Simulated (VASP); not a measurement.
Input:

```yaml
crystal:
  lattice:
    - [0.00000, 2.30061, 2.30061]
    - [2.30061, 0.00000, 2.30061]
    - [2.30061, 2.30061, 0.00000]
  atoms:
    - { symbol: B, position: [0.00000, 0.00000, 0.00000] }
    - { symbol: P, position: [0.25000, 0.25000, 0.25000] }
```

Level of theory: vdW-DF2, VASP's PBE PAW potentials (set 64) (plane waves; VASP). Run with 520 eV cut-off, Gaussian smearing of 0.050 eV, potentials B P.

**Question.** What does the run give for the band gap (along the path) with the smallest direct gap where there is one?

**Answer.** 
```yaml
band gap (along the path): 1.72 eV
smallest direct gap (along the path): 3.60 eV
```

The absolute energy has meaning only against runs of the same code, potentials and settings.

The compound is BP in the zinc blende structure. It was relaxed first.
